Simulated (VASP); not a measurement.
Here is the system:

```
CELL_PARAMETERS angstrom
      3.09860     1.78898     2.62634
     -3.09860     1.78898     2.62634
      0.00000    -3.57796     2.62634
ATOMIC_POSITIONS crystal
  Tl 0.00717 0.00717 0.00717
  I  0.49964 0.49964 0.49964
  O  0.91224 0.45931 0.45931
  O  0.45931 0.91224 0.45931
  O  0.45931 0.45931 0.91224
```

Computed with PBEsol GGA, VASP's PBE PAW potentials (set 64) (plane waves; VASP). Settings: 520 eV cut-off, Gaussian smearing of 0.050 eV, potentials Tl_d I O.

Unless said otherwise, spin-orbit coupling is left out, though it shifts the bands of the heavy elements here.

### Question
Give the energies of bands 10 to 22 at the high-symmetry points, in eV from the valence-band maximum.

### Answer

| band | Γ | T | H2 | L | S0 | F |
|---|---|---|---|---|---|---|
| 10 | -6.50 | -4.52 | -4.52 | -6.46 | -6.28 | -6.28 |
| 11 | -6.46 | -4.13 | -4.14 | -6.30 | -4.81 | -4.81 |
| 12 | -6.46 | -4.13 | -4.13 | -4.72 | -4.01 | -4.01 |
| 13 | -3.01 | -3.07 | -3.09 | -3.12 | -3.35 | -3.35 |
| 14 | -1.83 | -3.07 | -3.07 | -2.28 | -2.58 | -2.59 |
| 15 | -1.83 | -2.44 | -2.41 | -1.80 | -1.85 | -1.85 |
| 16 | -1.64 | -1.04 | -1.05 | -1.46 | -1.67 | -1.67 |
| 17 | -1.60 | -1.04 | -1.04 | -1.29 | -0.85 | -0.83 |
| 18 | -1.60 | -0.73 | -0.73 | -1.29 | -0.80 | -0.81 |
| 19 | -1.28 | 0.00 | 0.00 | -0.22 | -0.26 | -0.26 |
| 20 | 6.47 | 2.25 | 2.26 | 3.85 | 3.05 | 3.05 |
| 21 | 6.67 | 2.25 | 2.27 | 4.00 | 3.65 | 3.65 |
| 22 | 6.67 | 3.34 | 3.35 | 6.24 | 5.49 | 5.50 |

The gap is direct, 2.25 eV, from the valence maximum at T to the conduction minimum at T.

The structure comes from a computed database's TlIO3 entry (R3m); how it stands against other phases isn't given here. It was relaxed first.
